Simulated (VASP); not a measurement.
```
CsCl
1.0
    4.14288     0.00000     0.00000
    0.00000     4.14288     0.00000
    0.00000     0.00000     4.14288
Cs Cl
1 1
Direct
  0.00000   0.00000   0.00000
  0.50000   0.50000   0.50000
```

Method: r2SCAN meta-GGA with spin-orbit coupling, VASP's PBE PAW potentials (set 64) (plane waves; VASP). Settings: 400 eV cut-off, 6×6×6 Γ-centred mesh, Gaussian smearing of 0.050 eV, potentials Cs_sv Cl.

**Question.** Predict the energy per atom (σ→0), band gap (over mesh and band path) with the smallest direct gap where there is one.

**Answer.** 
```yaml
band gap (over mesh and band path): 5.84 eV
smallest direct gap (over mesh and band path): 5.84 eV
energy per atom (σ→0): -17.837 eV/atom
```

Total energies compare only between runs with the same potentials, cut-off and functional.

The compound is CsCl in the CsCl type structure. It was relaxed first.
